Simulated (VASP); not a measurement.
Input of a VASP 6.6.1 run:

The input POSCAR:

```
ZnO                                     
1.0
    3.2493080000      0.0000000000      0.0000000000
   -1.6246540000      2.8139832700      0.0000000000
    0.0000000000      0.0000000000      5.2057090000
  Zn              O             
     2     2
Direct
     0.3333333300000021    0.6666666699999979    0.4989783234613639
     0.6666666699999979    0.3333333300000021    0.9989783234613639
     0.6666666699999979    0.3333333300000021    0.3800316765386370
     0.3333333300000021    0.6666666699999979    0.8800316765386370
```

The input INCAR.step1:

```
PREC     = Accurate       # precision mode
ENCUT    = 520            # plane-wave cutoff, eV
EDIFF    = 1E-5           # SCF threshold, eV
ISMEAR   = 0              # smearing method
SIGMA    = 0.02           # smearing width, eV
LREAL    = False          # projectors in reciprocal space
LASPH    = True           # aspherical terms in the spheres
NELM     = 60             # most SCF steps
ALGO     = Normal         # electronic algorithm
ISIF     = 2              # what is computed and relaxed
LWAVE    = True           # write WAVECAR
LCHARG   = False          # write CHGCAR
KPAR     = 4            
GGA      = PE             # functional
```

Contents of INCAR.step2:

```
PREC     = Accurate       # precision mode
ENCUT    = 520            # plane-wave cutoff, eV
EDIFF    = 1E-7           # SCF threshold, eV
ISMEAR   = 0              # smearing method
SIGMA    = 0.02           # smearing width, eV
LREAL    = False          # projectors in reciprocal space
LASPH    = True           # aspherical terms in the spheres
NELM     = 60             # most SCF steps
ALGO     = Normal         # electronic algorithm
ISIF     = 2              # what is computed and relaxed
LWAVE    = False          # write WAVECAR
LCHARG   = False          # write CHGCAR
GGA      = PE             # functional
LHFCALC  = True           # exact exchange
HFSCREEN = 0.2            # screening, 1/A
PRECFOCK = Fast         
KPAR     = 4            
ISTART   = 1
```

The input KPOINTS:

```
Automatic mesh
0
Gamma
  6 6 4
```

The input KPOINTS_OPT:

```
path GMKGALHA,LM,KH
12
line-mode
reciprocal
 0.0000000000  0.0000000000  0.0000000000  G
 0.5000000000  0.0000000000  0.0000000000  M

 0.5000000000  0.0000000000  0.0000000000  M
 0.3333333333  0.3333333333  0.0000000000  K

 0.3333333333  0.3333333333  0.0000000000  K
 0.0000000000  0.0000000000  0.0000000000  G

 0.0000000000  0.0000000000  0.0000000000  G
 0.0000000000  0.0000000000  0.5000000000  A

 0.0000000000  0.0000000000  0.5000000000  A
 0.5000000000  0.0000000000  0.5000000000  L

 0.5000000000  0.0000000000  0.5000000000  L
 0.3333333333  0.3333333333  0.5000000000  H

 0.3333333333  0.3333333333  0.5000000000  H
 0.0000000000  0.0000000000  0.5000000000  A

 0.5000000000  0.0000000000  0.5000000000  L
 0.5000000000  0.0000000000  0.0000000000  M

 0.3333333333  0.3333333333  0.0000000000  K
 0.3333333333  0.3333333333  0.5000000000  H
```

Potentials or basis: VASP PAW PBE potentials, release 64 (Zn, O).

Command:

```console
$ cat potpaw_PBE.64/Zn/POTCAR potpaw_PBE.64/O/POTCAR > POTCAR
$ cp INCAR.step1 INCAR
$ mpirun -np 4 vasp_std > vasp.out
$ cp INCAR.step2 INCAR
$ mpirun -np 4 vasp_std > vasp.out
```

Question: What does it give for the pressure?

Answer: 1.7 GPa.

Question: Estimate the band gap along the path.

Answer: 2.50 eV, direct.

Levels at the corners of the path, in eV from the valence-band top:
```csv
point,band 14,band 15,band 16,band 17,band 18,band 19,band 20,band 21,band 22
Γ,-0.85,-0.85,-0.07,0.00,0.00,2.50,7.20,10.35,14.99
M,-3.80,-3.05,-2.40,-1.39,-0.89,7.80,8.69,9.45,10.79
M,-3.80,-3.05,-2.40,-1.39,-0.89,7.80,8.69,9.45,10.79
K,-3.91,-3.91,-2.09,-2.09,-1.88,9.45,9.92,9.92,10.07
K,-3.91,-3.91,-2.09,-2.09,-1.88,9.45,9.92,9.92,10.07
Γ,-0.85,-0.85,-0.07,0.00,0.00,2.50,7.20,10.35,14.99
Γ,-0.85,-0.85,-0.07,0.00,0.00,2.50,7.20,10.35,14.99
A,-2.48,-0.42,-0.42,-0.42,-0.42,5.26,5.26,12.22,12.22
A,-2.48,-0.42,-0.42,-0.42,-0.42,5.26,5.26,12.22,12.22
L,-4.34,-1.62,-1.62,-1.44,-1.44,7.55,7.55,10.71,10.71
L,-4.34,-1.62,-1.62,-1.44,-1.44,7.55,7.55,10.71,10.71
H,-4.17,-2.96,-2.96,-1.28,-1.28,9.89,9.89,10.05,10.05
H,-4.17,-2.96,-2.96,-1.28,-1.28,9.89,9.89,10.05,10.05
A,-2.48,-0.42,-0.42,-0.42,-0.42,5.26,5.26,12.22,12.22
L,-4.34,-1.62,-1.62,-1.44,-1.44,7.55,7.55,10.71,10.71
M,-3.80,-3.05,-2.40,-1.39,-0.89,7.80,8.69,9.45,10.79
K,-3.91,-3.91,-2.09,-2.09,-1.88,9.45,9.92,9.92,10.07
H,-4.17,-2.96,-2.96,-1.28,-1.28,9.89,9.89,10.05,10.05
```

Caveat: the PAW data sets were made with another functional, which shifts forces and pressure a little.

**Measured values to compare with.**

“Electronic structure of alkaline earth and post-transition metal oxides”, 2009, arxiv:0908.1581 quotes, for a bulk crystal of ZnO: band gap 3.37 eV.

Measured gap of ZnO: 3.37 eV (quoted in “Electronic structure of alkaline earth and post-transition metal oxides”, 2009, arxiv:0908.1581). This calculation gives 2.50 eV (-0.87 eV). The value is that of HSE06, without temperature or zero-point motion.
